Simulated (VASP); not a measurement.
Input of a VASP 6.6.1 run:

INCAR

```
SYSTEM = BIrPd
ALGO = Fast ; EDIFF = 1E-7
ENCUT = 520 ; GGA = PE
ISIF = 2 ; ISMEAR = -1
LASPH = .TRUE. ; LCHARG = .TRUE.
LELF = .TRUE. ; LREAL = .FALSE.
LVHAR = .TRUE. ; LWAVE = .FALSE.
NBANDS = 56 ; NELM = 100
PREC = Accurate ; SIGMA = 0.1
```

The input KPOINTS:

```
Automatic mesh
0
Gamma
  4 4 3
  0.5 0.5 0.5
```

Contents of POSCAR:

```
BIrPd
1.0
    5.2741580000      0.3357190000     -0.4623520000
    0.1762400000      5.1540810000     -0.2047050000
   -0.7521650000      0.4475480000      5.7795280000
B Pd Ir
4 4 4
Direct
    0.3596590000      0.2257710000      0.2482130000
    0.7186400000      0.9459300000      0.3445590000
    0.4049900000      0.9298880000      0.4360310000
    0.7083970000      0.6605730000      0.5930350000
    0.2418570000      0.5688030000      0.4272470000
    0.0091170000      0.6298390000      0.9205970000
    0.4356760000      0.3676170000      0.9246710000
    0.9334130000      0.1109400000      0.9900480000
    0.5548430000      0.8317380000      0.9855050000
    0.0784130000      0.0295960000      0.6028200000
    0.7975940000      0.4458680000      0.2653030000
    0.6278000000      0.2381450000      0.5933140000
```

Potentials or basis: VASP PAW PBE potentials, release 64 (B, Pd, Ir).

The run is started by

```sh
$ cat potpaw_PBE.64/B/POTCAR potpaw_PBE.64/Pd/POTCAR potpaw_PBE.64/Ir/POTCAR > POTCAR
$ mpirun -np 1 vasp_std > vasp.out
```

(1) What does it give for the band gap on the k mesh?

(2) Estimate the largest force.

(3) Estimate the pressure.

Results:

(1) none (metal or under the smearing width).

(2) 2.612 eV/Å.

(3) 4.4 GPa.

Caveat: the k mesh is coarse (spacing up to 0.37 Å⁻¹), so the values aren't converged.
